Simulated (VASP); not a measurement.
# CdAs2 (space group I4_122): computed properties

Method: PBEsol GGA, VASP's PBE PAW potentials (set 64) (plane waves; VASP).

```
Quantity                                                                                                                Value
-----------------------------------------------  ----------------------------------------------------------------------------
space group                                                                                                       I4_122 (98)
cell                                             a = 7.9559 Å, b = 7.9559 Å, c = 4.6593 Å, α = 90.00°, β = 90.00°, γ = 90.00°
volume per atom                                                                                                 24.58 Å³/atom
band gap (over mesh and band path)                                                                                    0.28 eV
smallest direct gap (over mesh and band path)                                                                         0.83 eV
band-edge character without spin-orbit coupling                                                              indirect, M to Γ
band gap with spin-orbit coupling                                                                                     0.28 eV
density                                                                                                            5.91 g/cm³
mean ε∞ (independent particles)                                                                                         17.10
```

CdAs2 has the tetragonal space group I4₁22 (No. 98), Pearson symbol tI12. Conventional cell: a = 7.9559 Å, b = 7.9559 Å, c = 4.6593 Å, α = 90.00°, β = 90.00°, γ = 90.00°. Cd on 4a sees 4 As at 2.688 Å. As on 8f sees 2 As at 2.452 Å and 2 Cd at 2.688 Å. (Neighbours: up to the widest gap in distance over summed covalent radii, below 1.35, at either atom; cation-cation and far metal-metal contacts left out.)
(The calculation used a cell of 6 atoms; values per cell refer to that cell.)

The structure comes from a computed database's CdAs2 entry (I4_122); how it stands against other phases isn't given here. It was relaxed first. Symmetry was kept, so distortions that lower it aren't found.
